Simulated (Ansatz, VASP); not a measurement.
# SnPt in two plane-wave programs

One calculation is typed for both programs; each brings its own data sets. How far apart do they land? The cell is generated by rule, not measured, and may not be a known phase. The cell is taken from a series of runs on this material, whose earlier steps may have relaxed, scaled, displaced or heated it; both programs get it as it stands.

Method: plane waves, with VASP 6.6.1 beside it; relaxation of cell and atoms at LDA, in Ansatz 0.2.0.

### 1. Starting point

Symmetry: P6_3/mmc, No. 194, hexagonal system. The conventional cell has a = 4.089 Å, b = 4.089 Å, c = 5.409 Å, α = 90.00°, β = 90.00°, γ = 120.00°. Pt has 2 Pt at 2.70 Å and 6 Sn at 2.72 Å nearest. Nearest to Sn lie 6 Pt at 2.72 Å. Farther neighbours are not listed.

### 2. Ansatz: relaxation of cell and atoms, LDA, pair 1

Ansatz runs on its default PAW (the set named soft_2) files.

The relaxed volume is the usual yardstick between codes: in a stiff, nearly cubic crystal its relative difference is about their pressure difference at one cell divided by the bulk modulus.

input.yaml reads:

```yaml
crystal:
  lattice:
    - [4.0893577082, 0.0, 0.0]
    - [-2.0446788541, 3.5414876604, 0.0]
    - [0.0, 0.0, 5.4086350651]
  atoms:
    - { symbol: Pt, position: [0.0, 0.0, 0.5] }
    - { symbol: Pt, position: [0.0, 0.0, 0.0] }
    - { symbol: Sn, position: [0.3333333333, 0.6666666667, 0.75] }
    - { symbol: Sn, position: [0.6666666667, 0.3333333333, 0.25] }
kpoints:
  mp_grid: { grid: [12, 12, 8] }
hamiltonian:
  xc: lda
scf:
  occupations: { method: methfessel_paxton, width: 0.15 }
output:
  forces: true
  stress: true
  eigenvalues: true
relax:
  adjacent_minimum: "off"
  f_tol: 0.001
  max_steps: 60
  cell: { stress_tol: 0.01 }
```

Command:

```
> ansatz run input.yaml --threads 4 --pin off --max-ram 7168MiB --backend cpu --events-out ev --progress --plain --runs-dir out
```

Numbers of over 12 decimals in the logs are rounded to 6 here.

Output:

```text
Engine: ansatz 0.2.0, aarch64-unknown-linux-gnu
Pseudopotentials: kind: paw
Pseudopotential: Pt, paw, valence charge 18, recommended cutoff 420 eV (normal), Pt.paw.azcp
Pseudopotential: Sn, paw, valence charge 14, recommended cutoff 420 eV (normal), Sn.paw.azcp
Functional definition: SPW92
  exchange = slater_x
  correlation = pw_c
Crystal: 4 atoms, lattice volume = 78.330 Å³
Basis set: ecut = 420 eV, 1555 PW (Γ)
Bands: 39, of which v1, the nominal top of the filled ones, is band 32 counted from 1 (31 counted from 0)
Symmetry: 24 space group operations
Space group: P63/mmc (ITA 194), of the structure as read, at distance tolerance 4.3e-5 Å
k-points: 95 of 1152
Non-local potential: Pt, projectors of the file, l = 0: 3, l = 1: 2, l = 2: 2, l = 3: 1
Non-local potential: Sn, projectors of the file, l = 0: 2, l = 1: 2, l = 2: 2, l = 3: 2
PAW form: soft (Blöchl's): semilocal exchange-correlation on the pseudo side does not see the compensation charge
PAW frozen core: Pt, regenerated for the run's functional, and the local potential with it (the file was generated under x = pbe(κ = 0.804, μ = 0.219515), c = pbe(β = 0.066725))
PAW frozen core: Sn, regenerated for the run's functional, and the local potential with it (the file was generated under x = pbe(κ = 0.804, μ = 0.219515), c = pbe(β = 0.066725))
PAW one-centre angular grid: Pt, 590 points (default); XC on 64 Gauss nodes
PAW one-centre angular grid: Sn, 590 points (default); XC on 64 Gauss nodes
Initial density: superposition of atomic densities (neutral atoms: chi_scale 0, normalization atom), corrected by the library's trained network
Initial wavefunctions: pseudopotential atomic-orbital guess
Functional: x = slater, c = lda
SCF iter   1: F=—  HF=-36251.431332 eV  |F-HF|=—  |Δ(HF+E_count)|=         —  Δρ=7.48e-3  dr2=2.39e-2  ethr=1.77e-3  ⟨swp⟩=6.8  Hψ=14852  notcnv=0  defer=5
preconditioner: auto → LDOS  [metal: Δε(μ)=0.011 eV  Ē_g=15.816 eV  σ=0.150 eV  W_gap=0.06  n_scr=22 (ndim 8)  ℏωp=29.1 eV  f_vac=0.011  D(μ)=1.41/eV (n_scr^D=8)  β→1.0]
SCF iter   2: F=—  HF=-36251.426714 eV  |F-HF|=—  |Δ(HF+E_count)|=   4.62e-3  S|Δr|=    0.00e0  Δρ=3.64e-3  dr2=8.44e-3  ethr=3.73e-5  ⟨swp⟩=2.0  Hψ=6864  notcnv=0  defer=13
SCF iter   3: F=—  HF=-36251.422184 eV  |F-HF|=—  |Δ(HF+E_count)|=   4.53e-3  S|Δr|=    0.00e0  Δρ=6.05e-4  dr2=1.62e-4  ethr=1.32e-5  ⟨swp⟩=2.0  Hψ=5818  notcnv=0  defer=13
SCF iter   4: F=—  HF=-36251.422113 eV  |F-HF|=—  |Δ(HF+E_count)|=   7.17e-5  S|Δr|=    0.00e0  Δρ=8.66e-5  dr2=3.76e-6  ethr=2.53e-7  ⟨swp⟩=2.0  Hψ=6403  notcnv=0  defer=13
SCF iter   5: F=—  HF=-36251.422115 eV  |F-HF|=—  |Δ(HF+E_count)|=   1.80e-6  S|Δr|=    0.00e0  Δρ=2.56e-5  dr2=5.21e-7  ethr=5.88e-9  ⟨swp⟩=2.0  Hψ=6573  notcnv=0  defer=13
SCF iter   6: F=-36251.422114 eV  HF=-36251.422114 eV  |F-HF|=2.92e-9  |Δ(HF+E_count)|=   1.03e-7  S|Δr|=    0.00e0  Δρ=5.69e-6  dr2=1.16e-8  ethr=1.56e-10  ⟨swp⟩=9.3  Hψ=16665  notcnv=0
SCF 1 converged in 6 iterations: F = -36251.422114 eV  dr2 = 1.16e-8
  greatest PAW one-centre occupation: 1.000 electrons in one spin orbital (limit 2), on the Pt atom at site 1 (counted from 0), in its partial waves of l = 0
relax step   1: F+E_penalty+E_count = -36251.42211448 eV  Δ(F+E_penalty+E_count) = +0.000e0 eV  max|allowed force component| = 1.156e-17 eV/Å  Δτ_max = 0.0000 Å  P = +0.073 GPa  Ω = 78.330 Å³  (6 SCF iters, dr2 threshold 1.00e-7 eV, accepted)
[...]
relax step   2: F+E_penalty+E_count = -36251.42203786 eV  Δ(F+E_penalty+E_count) = +7.662e-5 eV  max|allowed force component| = 6.939e-18 eV/Å  Δτ_max = 0.0000 Å  P = -0.093 GPa  Ω = 78.441 Å³  energy of the carried Pulay correction = -6.100e-5 eV  (4 SCF iters, dr2 threshold 6.08e-8 eV, rejected (line search))
[...]
relax step   3: F+E_penalty+E_count = -36251.42215208 eV  Δ(F+E_penalty+E_count) = -3.761e-5 eV  max|allowed force component| = 1.764e-17 eV/Å  Δτ_max = 0.0000 Å  P = +0.000 GPa  Ω = 78.380 Å³  energy of the carried Pulay correction = -2.743e-5 eV  (7 SCF iters, accepted)
[...]
relax step   4: F+E_penalty+E_count = -36251.42218428 eV  Δ(F+E_penalty+E_count) = -3.219e-5 eV  max|allowed force component| = 1.908e-17 eV/Å  Δτ_max = 0.0000 Å  P = -0.000 GPa  Ω = 78.380 Å³  stress off target by 5.33e-4 GPa  SCF on the basis re-selected at this cell (its energy is not comparable with the rows above)  (4 SCF iters)
basis re-selected at this cell: Δ(F+E_penalty+E_count) = -3.219e-5 eV, ΔP = -0.000 GPa vs the last step (what re-selecting the basis moved, of the pressure what is left beyond the Pulay correction that the steps carried, after the strain that the cell walked since its last selection, with what the two solves' SCF thresholds leave and, on support functions, any second-order correction that the steps lacked; it is no m [...]
SCF converged after 4 iterations
Stability not checked: this state was not tested for a lower state beside it, because cold or Methfessel-Paxton smearing, or corrected tetrahedra, fill the levels in a way that the test cannot read (fill_not_monotonic; see scf.lower_state_search)
Free energy (F): -36251.422184 eV
Harris-Foulkes:  -36251.422184 eV  (|F-HF|=7.28e-12)
Internal energy: -36251.422201 eV  (E = F + TS)
E sigma→0 (E₀):  -36251.422188 eV
Entropy (-TS):   0.000017 eV (0.004 meV/atom)
Fermi energy:    16.367094 eV
--- Per-component energies (eV) ---
  E_band       = -534.937310
  E_kinetic    = 1661.978669
  E_local      = -5425.795817  (includes V_loc(G=0)·N_el)
  E_nonlocal   = 359.082877
  E_hartree    = 2494.182725
  E_xc         = -1281.041958
  E_vxc        = -806.187475  (∫ρ·V_xc dr)
  E_paw        = -26352.582459  (= ΣΔE_a)
  E_vpaw       = -1312.381326  (= ΣTr[D̂ρ^β])
  E_aug_tail   = 0.000367  (compensation charges beyond the density's cutoff)
  E_ewald      = -7709.024142
  E_core_change = 1.777535  (= ΣΔE_core)
  E_smearing   = 0.000017  (= −TS)
  E_closure    = -0.000000  (closes the sum)
  Σ components = -36251.422184   (vs F -36251.422184, Δ=0.00e0)
--- Forces (eV/Å), atoms counted from 1 ---
  atom   1  Pt     0.00000000    -0.00000000     0.00000000
  atom   2  Pt    -0.00000000     0.00000000    -0.00000000
  atom   3  Sn     0.00000000     0.00000000     0.00000000
  atom   4  Sn    -0.00000000    -0.00000000    -0.00000000
  max |Σ_I F_I| component: 2.31e-18 eV/Å
--- Stress (GPa, compression-positive) ---
        0.000019      -0.000000       0.000000
        0.000000       0.000019      -0.000000
        0.000000      -0.000000      -0.000533
  P = ⅓ Tr σ = -0.0002 GPa (-0.002 kbar)
--- Band table (eV; the first three rows and the last of 95) ---
  k-point 0: bands = [... 28 lower, 14.4250, 14.4250, 17.6818, 18.1244, 18.1244, 20.1571, 21.1636, 21.7285, ... 3 higher]
  k-point 1: bands = [... 28 lower, 14.2368, 14.2368, 17.3655, 18.3774, 18.3774, 20.4270, 20.5920, 21.6677, ... 3 higher]
  k-point 2: bands = [... 28 lower, 13.8103, 13.8103, 16.8232, 18.9935, 18.9935, 19.5436, 21.0233, 21.4651, ... 3 higher]
  k-point 94: bands = [... 28 lower, 13.0553, 13.0553, 14.8972, 14.8972, 15.2738, 15.2738, 22.7714, 22.7714, ... 3 higher]
--- Relaxed structure (3 steps of the walk, 2 accepted, 1 SCFs on fresh bases) ---
  F+E_penalty+E_count = -36251.42218428 eV   max|allowed force component| = 1.908e-17 eV/Å   (the final SCF, on the basis selected at the relaxed cell)
  cell:  # Å, volume = 78.3795 Å³
    - [4.092019, 0.0, 0]
    - [-2.046009, 3.543792, 0]
    - [0, 0, 5.405012]
  atoms:
    - { symbol: Pt, position: [0, 0, 0.500000] }
    - { symbol: Pt, position: [0, 0, 0] }
    - { symbol: Sn, position: [0.333333, 0.666667, 0.750000] }
    - { symbol: Sn, position: [0.666667, 0.333333, 0.250000] }
```

### 3. VASP: relaxation of cell and atoms, LDA, pair 1

The same cell, functional (in two slightly different forms), mesh and smearing now go to VASP, with its own data sets.

Lines of VASP's logs that name or quote its potential files are left out, and so is its time.

INCAR reads:

```
SYSTEM = SnPt
PREC = Accurate
ENCUT = 500
EDIFF = 1E-07
NELM = 120
ISMEAR = 1
SIGMA = 0.15
LREAL = .FALSE.
ALGO = Normal
GGA = CA
NBANDS = 30
LASPH = .TRUE.
LORBIT = 11
LWAVE = .FALSE.
LCHARG = .FALSE.
ISIF = 3
IBRION = 2
NSW = 80
EDIFFG = -0.005
GGA_COMPAT = .FALSE.
NELMIN = 4
KPAR = 2
```

POSCAR reads:

```
SnPt
1.0
    4.0893580000      0.0000000000      0.0000000000
   -2.0446790000      3.5414880000      0.0000000000
    0.0000000000      0.0000000000      5.4086350000
Pt Sn
2 2
Direct
    0.0000000000      0.0000000000      0.5000000924
    0.0000000000      0.0000000000      0.0000000000
    0.3333333333      0.6666666667      0.7499999538
    0.6666666667      0.3333333333      0.2500000462
```

KPOINTS reads:

```
Automatic mesh
0
Gamma
12 12 8
0 0 0
```

The projector-augmented-wave data sets are Pt and Sn_d (LDA family, release 64).

Command:

```
> mpirun -np 2 vasp_std
```

Output:

```text
[banner, memory and clock lines left out]
running    2 mpi-ranks, on    1 nodes
 distrk:  each k-point on    1 cores,    2 groups
 distr:  one band on    1 cores,    1 groups

 POSCAR found type information on POSCAR PtSn
 POSCAR found :  2 types and       4 ions
 LDA part: xc-table for (Slater(with rela. corr.)+CA(PZ))
 , standard interpolation
 POSCAR, INCAR and KPOINTS ok, starting setup
 FFT: planning ... GRIDC
 FFT: planning ... GRID_SOFT
 FFT: planning ... GRID
 WAVECAR not read
 entering main loop
       N       E                     dE             d eps       ncg     rms          rms(c)
DAV:   1     0.483950123301E+03    0.48395E+03   -0.22735E+04  6044   0.233E+03
DAV:   2     0.346095476042E+02   -0.44934E+03   -0.43052E+03  5824   0.604E+02
DAV:   3    -0.247391421772E+02   -0.59349E+02   -0.56642E+02  6470   0.176E+02
DAV:   4    -0.271148146438E+02   -0.23757E+01   -0.23588E+01  6546   0.380E+01
DAV:   5    -0.271912135842E+02   -0.76399E-01   -0.76387E-01  7462   0.701E+00    0.130E+01
DAV:   6    -0.265291324666E+02    0.66208E+00   -0.21357E+00  6306   0.967E+00    0.580E+00
DAV:   7    -0.264052140342E+02    0.12392E+00   -0.18598E-01  7198   0.469E+00    0.301E+00
DAV:   8    -0.263729300332E+02    0.32284E-01   -0.64984E-02  6866   0.183E+00    0.315E-01
DAV:   9    -0.263720672874E+02    0.86275E-03   -0.43618E-03  7176   0.759E-01    0.158E-01
DAV:  10    -0.263719340513E+02    0.13324E-03   -0.77748E-04  7406   0.307E-01    0.384E-02
DAV:  11    -0.263719309472E+02    0.31041E-05   -0.40904E-05  6402   0.601E-02    0.155E-02
DAV:  12    -0.263719296156E+02    0.13315E-05   -0.53364E-06  7278   0.247E-02    0.244E-03
DAV:  13    -0.263719296652E+02   -0.49567E-07   -0.53971E-07  6002   0.460E-03
   1 F= -.26371930E+02 E0= -.26371921E+02  d E =-.263719E+02
[...]
2 F= -.26371029E+02 E0= -.26371045E+02  d E =0.900380E-03
[...]
3 F= -.26372378E+02 E0= -.26372380E+02  d E =-.448532E-03
[...]
4 F= -.26372378E+02 E0= -.26372379E+02  d E =-.448459E-03
 curvature:  -0.18 expect dE=-0.882E-05 dE for cont linesearch -0.207E-06
 ZBRENT: accuracy reached
 trial: gam=-0.00172 g(F)=  0.161E-45 g(S)=  0.484E-04 ort = 0.526E-04 (trialstep = 0.872E+00)
 search vector abs. value=  0.482E-04
 bond charge predicted
       N       E                     dE             d eps       ncg     rms          rms(c)
DAV:   1    -0.263725255344E+02   -0.14735E-03   -0.54049E-03  6138   0.494E-01    0.638E-02
DAV:   2    -0.263724384311E+02    0.87103E-04   -0.20089E-04  7278   0.177E-01    0.358E-02
DAV:   3    -0.263724041821E+02    0.34249E-04   -0.29430E-05  8026   0.677E-02    0.142E-02
DAV:   4    -0.263723987758E+02    0.54062E-05   -0.12313E-05  8404   0.359E-02    0.337E-03
DAV:   5    -0.263723988463E+02   -0.70451E-07   -0.20758E-06  6116   0.116E-02    0.115E-03
DAV:   6    -0.263723988338E+02    0.12528E-07   -0.37644E-08  2988   0.243E-03
   5 F= -.26372399E+02 E0= -.26372408E+02  d E =-.207098E-04
 trial-energy change:   -0.000021  1 .order   -0.000021   -0.000042    0.000000
 step:   0.8711(harm=  0.8711)  dis= 0.00000  next Energy=   -26.372399 (dE=-0.210E-04)
 reached required accuracy - stopping structural energy minimisation
```

OUTCAR, selected parts (step 3):

```text
ion  position               nearest neighbor table
   1  0.000  0.000  0.500-   2 2.70   2 2.70   3 2.72   3 2.72   3 2.72   4 2.72   4 2.72   4 2.72

  LATTYP: Found a hexagonal cell.
 ALAT       =     4.0893580000
 C/A-ratio  =     1.3226122536

 Subroutine GETGRP returns: Found 24 space group operations
 (whereof 12 operations were pure point group operations)

The static configuration has the point symmetry D_3d.
 The point group associated with its full space group is D_6h.

 Found     95 irreducible k-points:

   k-points           NKPTS =     95   k-points in BZ     NKDIM =     95   number of bands    NBANDS=     30

   dimension x,y,z NGX =    30 NGY =   30 NGZ =   40
   dimension x,y,z NGXF=    60 NGYF=   60 NGZF=   80

   ENCUT  =  500.0 eV  36.75 Ry    6.06 a.u.   7.46  7.46  9.86*2*pi/ulx,y,z

   NELECT =      48.0000    total number of electrons

 k-points in reciprocal lattice and weights: Automatic mesh
   0.00000000  0.00000000  0.00000000       0.001
   0.08333333  0.00000000  0.00000000       0.005
   0.16666667 -0.00000000  0.00000000       0.005
   0.25000000  0.00000000  0.00000000       0.005
   0.33333333 -0.00000000  0.00000000       0.005
   0.41666667 -0.00000000  0.00000000       0.005
   0.50000000  0.00000000  0.00000000       0.003
   0.08333333  0.08333333  0.00000000       0.005
   0.16666667  0.08333333  0.00000000       0.010
[...]
0.33333333  0.25000000  0.50000000       0.010
   0.33333333  0.33333333  0.50000000       0.002

 average (electrostatic) potential at core
       1 -64.4917       2 -64.4917       3 -96.8575       4 -96.8575

 E-fermi :   9.9012

 k-point     1 :       0.0000    0.0000    0.0000
  band No.  band energies     occupation
    ...
     18       5.6478      2.00000
     19       6.6151      2.00000
     20       6.6151      2.00000
     21       7.9511      2.00000
     22       7.9511      2.00000
     23      11.1936     -0.00000
     24      11.6568     -0.00000
     25      11.6568     -0.00000
     26      13.6932      0.00000
     27      14.6828      0.00000
    ...

 k-point     2 :       0.0833    0.0000    0.0000
  band No.  band energies     occupation
    ...
     18       5.6466      2.00000
     19       6.5510      2.00000
     20       6.6402      2.00000
     21       7.9383      2.00000
     22       7.9525      2.00000
     23      10.9447     -0.00000
     24      11.1454     -0.00000
     25      11.4237     -0.00000
     26      13.4685      0.00000
     27      14.7227      0.00000
    ...

 k-point     3 :       0.1667   -0.0000    0.0000
  band No.  band energies     occupation
    ...
     19       6.3896      2.00000
     20       6.7100      2.00000
     21       7.9061      2.00000
     22       7.9567      2.00000
     23       9.5866      2.01154
     24      10.8244     -0.00000
     25      10.9797     -0.00000
     26      13.0459      0.00000
     27      14.6122      0.00000
     28      15.2561      0.00000
    ...

  Total        0.0031479      0.0031479      0.0036434      0.0000000     -0.0000000      0.0000000
  in kB        0.0641677      0.0641677      0.0742673      0.0000000     -0.0000000      0.0000000
  external PRESSURE =       0.0675343 kB  Pullay stress =       0.0000000 kB

  energy-cutoff  :      500.00
  volume of cell :       78.60
      direct lattice vectors                 reciprocal lattice vectors
     4.095401782 -0.000000000  0.000000000     0.244176287  0.140975241  0.000000000
    -2.047700891  3.546722070 -0.000000000     0.000000000  0.281950483  0.000000000
     0.000000000 -0.000000000  5.411200568     0.000000000  0.000000000  0.184801873

 POSITION                                       TOTAL-FORCE (eV/Angst)
 -----------------------------------------------------------------------------------
      0.00000     -0.00000      2.70560        -0.000000      0.000000      0.000000
      0.00000      0.00000      0.00000        -0.000000      0.000000      0.000000
     -0.00000      2.36448      4.05840        -0.000000      0.000000     -0.000000
      2.04770      1.18224      1.35280         0.000000     -0.000000      0.000000
 -----------------------------------------------------------------------------------
    total drift:                               -0.000000      0.000000     -0.000091

  FREE ENERGIE OF THE ION-ELECTRON SYSTEM (eV)
  ---------------------------------------------------
  free  energy   TOTEN  =       -26.3723988338 eV

  energy  without entropy=      -26.3724257161  energy(sigma->0) =      -26.37240779

 reached required accuracy - stopping structural energy minimisation

 total charge
# of ion       s       p       d       tot
------------------------------------------
    1        0.705   0.602   8.203   9.510
    2        0.705   0.602   8.203   9.510
    3        1.134   1.157  10.067  12.357
    4        1.134   1.157  10.067  12.357
--------------------------------------------------
tot          3.678   3.517  36.540  43.735

[... 3 further parts left out ...]
```

CONTCAR:

```
SnPt
   1.00000000000000
     4.0954017824970146   -0.0000000000000000    0.0000000000000000
    -2.0477008912485073    3.5467220695625361   -0.0000000000000000
     0.0000000000000000   -0.0000000000000000    5.4112005680229380
  Pt              Sn
     2     2
Direct
     0.0000000000000000    0.0000000000000000    0.5000000924000005
     0.0000000000000000    0.0000000000000000    0.0000000000000000
     0.3333333332999970    0.6666666667000030    0.7499999537999997
     0.6666666667000030    0.3333333332999970    0.2500000462000003
```

### 4. Side by side

Known differences besides the potentials themselves: the two LDA forms differ slightly; the data sets hold 64 valence electrons in Ansatz (on its default PAW (the set named soft_2) files) and 48 in VASP; the cutoff is 420 eV in Ansatz and 500 eV in VASP; VASP's log shows a relativistic correction to its local exchange, Ansatz's none; Ansatz adds a Pulay correction to the stress that steers its cell, VASP none. Total energies have different zeros and are not compared.

Compared:

```csv
quantity,Ansatz,VASP,difference
volume (Å³),78.38,78.60,-0.28 %
"edge a after relaxation, in the typed setting (Å)",4.092,4.095,-0.08 %
"edge c after relaxation, in the typed setting (Å)",5.405,5.411,-0.11 %
```

(Part 1 of 2 ends here.)

[Lines on the potential files, build, host, timing and source positions are cut from VASP's logs without a mark.]

[Logs are printed without paths, hosts, clocks, repeated set-up lines and the standing remarks that a program may print on its own settings, such as how far it seeks lower states.]

[Hosts, paths, dates, database ids (printed as entryN), source tags and the programs' standing remarks are cut or masked in the printed files.]
